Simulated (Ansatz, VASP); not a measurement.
Two plane-wave programs on ZnPb2N2

```xyz
5
Lattice="3.6736 0.0000 0.0000 -1.8368 3.1815 0.0000 0.0000 0.0000 9.2672" Properties=species:S:1:pos:R:3 pbc="T T T"
Pb    0.0000    2.1210    7.5348
Pb    1.8368    1.0605    1.7323
Zn    0.0000    0.0000    4.6336
N     0.0000    0.0000    2.7957
N     0.0000    0.0000    6.4714
```

The cell comes from a database or a generator and needn't be the stable form of this composition.

Alike in both runs: task single point; functional PBE; k mesh 8 × 8 × 3; occupations fermi-dirac, width 0.05 eV; no spin polarisation.

|  | VASP | Ansatz |
| --- | --- | --- |
| version | VASP 6.6.1 | Ansatz 0.2.0 |
| potentials or method | VASP PAW PBE potentials, release 64 (Pb_d, Zn, N) | Ansatz PAW |
| plane-wave cutoff (eV) | 520 | 420 |
| valence electrons in the cell | 50 | 50 |

|  | VASP | Ansatz | Ansatz less VASP |
| --- | --- | --- | --- |
| gap on the k mesh at the Fermi level (eV) | 0.67 | 0.69 | +0.014 |
| least direct gap on the mesh (eV) | 1.37 | 1.38 | +0.008 |
| pressure (GPa) | -0.1 | -0.3 | -0.21 |
| largest component of the traceless stress (GPa) | 0.07 | 0.50 | +0.427 |
| rms of the force components (eV/Å) | 0.008 | 0.043 | +0.0357 |

Atom by atom the forces differ by 0.037 eV/Å (rms over components). The functional is the same, so the differences come from potentials, cutoffs and numerics.

Caveats: spin-orbit coupling is left out, which as a rule narrows the gap of such compounds by several tenths of an eV; an odd mesh through Γ misses points on the zone boundary, where band edges often lie (VASP); odd divisions of the mesh miss points on the zone boundary, where band edges often lie, so the gap on the mesh can be too wide (Ansatz). As with any semilocal functional, this PBE gap is likely too small.
